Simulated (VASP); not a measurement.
```yaml
crystal:
  lattice:
    - [1.96773, -5.19979, 0.00000]
    - [1.96773, 5.19979, 0.00000]
    - [0.00000, 0.00000, 3.87784]
  atoms:
    - { symbol: B, position: [0.56400, 0.43600, 0.25000] }
    - { symbol: B, position: [0.43600, 0.56400, 0.75000] }
    - { symbol: Y, position: [0.85475, 0.14525, 0.25000] }
    - { symbol: Y, position: [0.14525, 0.85475, 0.75000] }
```

All values below come from PBE GGA, VASP's PBE PAW potentials (set 64) (plane waves; VASP). Settings: 520 eV cut-off, 7×7×6 Monkhorst-Pack mesh, first-order Methfessel-Paxton smearing of 0.10 eV, potentials B Y_sv.

Gaps are read on the run's mesh, which can miss a band edge.

### Question
Estimate the energy per atom (σ→0), pressure, largest force, band gap (on the k-mesh) with the smallest direct gap where there is one.

### Answer

The band gap (on the k-mesh) is none (metal, semimetal or under 0.01 eV). The energy per atom (σ→0) comes out as -6511 meV/atom and the pressure comes out as -13.82 GPa. The largest force is 0.02671 Ha/bohr.

The absolute energy has meaning only against runs of the same code, potentials and settings.

The structure was generated: YB was put into the CrB type (Cmcm), which need not be its known phase. The cell was not relaxed at this level. The run is one of a series of settings (KPOINTS 7×7×6 Monkhorst-Pack mesh against the base run), some of them coarse on purpose.
